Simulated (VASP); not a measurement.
Method: PBEsol GGA, VASP's PBE PAW potentials (set 64) (plane waves; VASP 6.6.1).

A VASP calculation is set up with these files.

**KPOINTS**
```
Automatic mesh
0
Gamma
8 8 8
0 0 0
```

File POSCAR:
```
CuI
1
   -0.0445276317     2.9685087804     2.9685087804
    2.9239811486     0.0000000000     2.9239811486
    2.9685087804     2.9685087804    -0.0445276317
Cu I
1 1
Direct
  0.0000000000   0.0000000000   0.0000000000
  0.2500000000   0.2500000000   0.2500000000
```

INCAR:
```
SYSTEM = CuI
PREC = Accurate
ENCUT = 480
EDIFF = 1E-7
NELM = 100
ALGO = Normal
LREAL = .FALSE.
LASPH = .TRUE.
ISMEAR = 0
SIGMA = 0.05
GGA = PS
LMAXMIX = 4
LWAVE = .FALSE.
LCHARG = .FALSE.
ISIF = 2
```

POTCAR, in this order: Cu I (PBE.64 set). Program: vasp_std.

Output

OSZICAR:
```
       N       E                     dE             d eps       ncg     rms          rms(c)
DAV:   1     0.104444695879E+03    0.10444E+03   -0.77110E+03  2475   0.142E+03
DAV:   2     0.998225002613E+00   -0.10345E+03   -0.96863E+02  2505   0.262E+02
DAV:   3    -0.640934066698E+01   -0.74076E+01   -0.73045E+01  3368   0.827E+01
DAV:   4    -0.665250980430E+01   -0.24317E+00   -0.24302E+00  3044   0.130E+01
DAV:   5    -0.665945998639E+01   -0.69502E-02   -0.69499E-02  3541   0.231E+00    0.633E+00
DAV:   6    -0.656362448566E+01    0.95836E-01   -0.56663E+00  2547   0.694E+01    0.418E+00
DAV:   7    -0.631624617663E+01    0.24738E+00   -0.12399E+00  2735   0.422E+01    0.185E+00
DAV:   8    -0.631950803912E+01   -0.32619E-02   -0.97384E-02  3618   0.646E+00    0.661E-01
DAV:   9    -0.631352176429E+01    0.59863E-02   -0.25763E-02  3070   0.501E+00    0.241E-01
DAV:  10    -0.631363177073E+01   -0.11001E-03   -0.97555E-04  2950   0.279E-01    0.192E-01
DAV:  11    -0.631351350813E+01    0.11826E-03   -0.76119E-04  3501   0.929E-01    0.354E-02
DAV:  12    -0.631353061112E+01   -0.17103E-04   -0.13018E-04  3197   0.791E-02    0.450E-02
DAV:  13    -0.631353116370E+01   -0.55257E-06   -0.24407E-06  3912   0.217E-02    0.297E-02
DAV:  14    -0.631353031011E+01    0.85358E-06   -0.25970E-06  3584   0.426E-02    0.730E-03
DAV:  15    -0.631353007182E+01    0.23829E-06   -0.13174E-06  3877   0.278E-02    0.748E-03
DAV:  16    -0.631352989383E+01    0.17799E-06   -0.11062E-07  1380   0.113E-02    0.409E-03
DAV:  17    -0.631352976905E+01    0.12478E-06   -0.28588E-07  2096   0.143E-02    0.130E-03
DAV:  18    -0.631352980241E+01   -0.33363E-07   -0.30165E-08  1360   0.257E-03
   1 F= -.63135298E+01 E0= -.63135298E+01  d E =-.262142E-12
```

File OUTCAR:
```
------------------------ aborting loop because EDIFF is reached ----------------------------------------
  FORCE on cell =-STRESS in cart. coord.  units (eV):
  Direction    XX          YY          ZZ          XY          YZ          ZX
  --------------------------------------------------------------------------------------
  Total        0.0580333      0.0511303      0.0580333      0.0000000      0.0000000      0.4234940
  in kB        1.7776257      1.5661794      1.7776257      0.0000000      0.0000000     12.9721081
  external PRESSURE =       1.7071436 kB  Pullay stress =       0.0000000 kB
  volume of cell :       52.31
      direct lattice vectors                 reciprocal lattice vectors
    -0.044527632  2.968508780  2.968508780    -0.165945555  0.168434738  0.165945555
     2.923981149  0.000000000  2.923981149     0.170999734 -0.168434738  0.170999734
     2.968508780  2.968508780 -0.044527632     0.165945555  0.168434738 -0.165945555
  FREE ENERGIE OF THE ION-ELECTRON SYSTEM (eV)
  ---------------------------------------------------
  free  energy   TOTEN  =        -6.3135298024 eV

  energy  without entropy=       -6.3135298024  energy(sigma->0) =       -6.31352980
```
(Selected blocks of OUTCAR.)

The compound is CuI in the zinc blende structure. This cell was strained or had an atom moved on purpose.
